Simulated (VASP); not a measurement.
Here is a VASP 6.6.1 calculation.

INCAR

```
SYSTEM = CaCuH2
  PREC = Accurate
  ENCUT = 400
  EDIFF = 1E-6
  ISMEAR = -1
  SIGMA = 0.05
  LREAL = .FALSE.
  LASPH = .TRUE.
  NELM = 60
  ALGO = Normal
  ISIF = 2
  LWAVE = .FALSE.
  LCHARG = .FALSE.
  LMAXMIX = 4
  LDAU = .TRUE.
  LDAUTYPE = 1
  LDAUL = -1 2 -1
  LDAUU = 0 6 0
  LDAUJ = 0 1 0
  LDAUPRINT = 1
  GGA = PS
  IVDW = 13
  NBANDS = 20
```

Contents of KPOINTS:

```
Automatic mesh
0
G
  8 8 8
  0 0 0
```

The input POSCAR:

```
CaCuH2
4.9022
    0.396809595692      0.229099179960      0.888862143527
   -0.396809595692      0.229099179960      0.888862143527
    0.000000000000     -0.458196320020      0.888862143527
Ca Cu H
1 1 2
Direct
    0.4800810000      0.5704190000      0.4507750000
    0.0030070000     -0.0189650000      0.0214440000
    0.9342370000      0.8572260000      0.8881930000
    0.1370100000      0.1401990000      0.0875080000
```

File KPOINTS_OPT:

```
path GLB1,BZGX,QFP1Z,LP
15
line-mode
reciprocal
 0.0000000000  0.0000000000  0.0000000000  G
 0.5000000000  0.0000000000  0.0000000000  L

 0.5000000000  0.0000000000  0.0000000000  L
 0.5000000000  0.2109544752 -0.2109544752  B1

 0.7890455248  0.5000000000  0.2109544752  B
 0.5000000000  0.5000000000  0.5000000000  Z

 0.5000000000  0.5000000000  0.5000000000  Z
 0.0000000000  0.0000000000  0.0000000000  G

 0.0000000000  0.0000000000  0.0000000000  G
 0.3554772376  0.0000000000 -0.3554772376  X

 0.6445227624  0.3554772376  0.0000000000  Q
 0.5000000000  0.5000000000  0.0000000000  F

 0.5000000000  0.5000000000  0.0000000000  F
 0.6445227624  0.6445227624  0.2109544752  P1

 0.6445227624  0.6445227624  0.2109544752  P1
 0.5000000000  0.5000000000  0.5000000000  Z

 0.5000000000  0.0000000000  0.0000000000  L
 0.7890455248  0.3554772376  0.3554772376  P
```

Potentials or basis: VASP PAW PBE potentials, release 64 (Ca_sv, Cu, H_s).

The run is started by

```sh
$ cat potpaw_PBE.64/Ca_sv/POTCAR potpaw_PBE.64/Cu/POTCAR potpaw_PBE.64/H_s/POTCAR > POTCAR
$ mpirun -np 1 vasp_std > vasp.out
```

Question: Predict the largest force.

Answer: 1.517 eV/Å.

Question: Predict the band gap along the path.

Answer: None (metal or under the smearing width).

Question: Predict the dispersion energy per atom.

Answer: -0.076 eV.

Question: Estimate the pressure.

Answer: -0.4 GPa.

Eigenvalues of the final occupation matrices:
```tsv
site	spin	trace	eigenvalues
site 2 d	1	4.68	0.91 0.94 0.94 0.95 0.95
site 2 d	2	4.68	0.91 0.94 0.94 0.95 0.95
```

Caveat: the PAW data sets were made with another functional, which shifts forces and pressure a little; U without spin polarisation on a metal has little footing; pairwise dispersion overbinds metals, which lowers pressure and volume; the U is typed as a test and isn't derived for this compound.
